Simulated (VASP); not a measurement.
SrVO3 (cubic perovskite) relaxed at rising pressure, in one space group throughout; other phases were not tried. The pressures are those reached. Method: PBE GGA, VASP's PBE PAW potentials (set 64) (plane waves; VASP).

```
P (GPa)  V (Å³/atom)  k-mesh
-------  -----------  ------
-0.24         11.536   8×8×8
5.01          11.225   8×8×8
10.06         10.966   8×8×8
19.90         10.532   8×8×8
29.89         10.170   8×8×8
```

**Question.** Fit an equation of state and predict the volume at 45.03 GPa.

**Answer.** Least squares on the third-order Birch-Murnaghan form, P = (3B0/2)(y⁷ − y⁵)[1 + (3/4)(B′ − 4)(y² − 1)] with y = (V0/V)^(1/3), gives V0 = 11.521 Å³/atom, B0 = 183 GPa and B′ = 4.3, and so 9.719 Å³/atom. The run gave 9.719 Å³/atom, +0.0 % from the fit.

Pressures at which the relaxation failed are left out.

The compound is SrVO3 in the cubic perovskite structure. The run is not spin-polarised, so no magnetic state was tried. The electron count is odd and the run is not spin-polarised, which forces a metal.
